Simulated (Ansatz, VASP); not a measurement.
**Nb3Tl: VASP beside Ansatz**

```
Nb Tl
1.0
     5.29700    0.00000    0.00000
     0.00000    5.29700    0.00000
     0.00000    0.00000    5.29700
Nb Tl
6 2
Direct
  0.25000 0.00000 0.50000
  0.50000 0.75000 0.00000
  0.75000 0.00000 0.50000
  0.50000 0.25000 0.00000
  0.00000 0.50000 0.75000
  0.00000 0.50000 0.25000
  0.00000 0.00000 0.00000
  0.50000 0.50000 0.50000
```

Alike in both runs: task single point; functional PBEsol; k mesh 5 × 5 × 5; occupations fermi-dirac, width 0.05 eV; no spin polarisation.

|  | VASP | Ansatz |
| --- | --- | --- |
| version | VASP 6.6.1 | Ansatz 0.2.0 |
| potentials or method | VASP PAW PBE potentials, release 64 (Nb_sv, Tl_d) | plane waves, PAW |
| plane-wave cutoff (eV) | 520 | 420 |
| valence electrons in the cell | 104 | 104 |

Ansatz gave:

```
gap on the k mesh at the Fermi level (eV) : none
pressure (GPa)                            : -1.4
```

Problem. Which values does VASP return?

Solution. gap on the k mesh at the Fermi level (eV): none; pressure (GPa): -1.7.

A gap of «none» marks a metal or a gap that the smearing closes.

Caveats: the PAW data sets were made with another functional, which shifts forces and pressure a little (VASP). Spin-orbit coupling is left out, which matters for the levels of Tl.
